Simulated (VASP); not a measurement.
Given:

```
As
1.0
    3.75397    -1.91760     0.00000
    3.75397     1.91760     0.00000
    2.77442     0.00000     3.17365
As
2
Cartesian
  2.33410   0.00000   0.72042
  7.94827   0.00000   2.45323
```

Computed with PBE GGA, VASP's PBE PAW potentials (set 64) (plane waves; VASP 6.6.1). Run with 400 eV cut-off, 9×9×9 Γ-centred mesh, first-order Methfessel-Paxton smearing of 0.10 eV, potentials As.

**Question.** Predict the energy per atom (σ→0), largest force, band gap (on the k-mesh) with the smallest direct gap where there is one.

**Answer.** 
The band gap (on the k-mesh) comes out as none (metal, semimetal or under 0.01 eV), the energy per atom (σ→0) is -451.0 kJ/mol of atoms and the largest force comes out as 0.090 eV/Å.

The compound is As in the a7 structure. The cell was not relaxed at this level.
